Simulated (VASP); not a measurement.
Given:

```xyz
3
Lattice="0.0000 3.0600 3.0600 3.0600 0.0000 3.0600 3.0600 3.0600 0.0000" Properties=species:S:1:pos:R:3 pbc="T T T"
Li     1.5300     1.5300     1.5300
Li     4.5900     4.5900     4.5900
Se     0.0000     0.0000     0.0000
```

Calculation: PBE GGA, VASP's PBE PAW potentials (set 64) (plane waves; VASP). Run with EDIFF = 1E-5, 520 eV cut-off, 6×6×6 Γ-centred mesh, Gaussian smearing of 0.050 eV, potentials Li_sv Se.

Problem. Give the stress tensor in GPa (positive for a compressed cell).

Solution. 
```
-1.72   0.00   0.00
 0.00  -1.72   0.00
 0.00   0.00  -1.72
```
The pressure is its mean diagonal, -1.72 GPa.

The compound is Li2Se in the antifluorite structure. The cell was not relaxed at this level. The run is one of a series of settings (EDIFF = 1E-5 against the base run), some of them coarse on purpose.
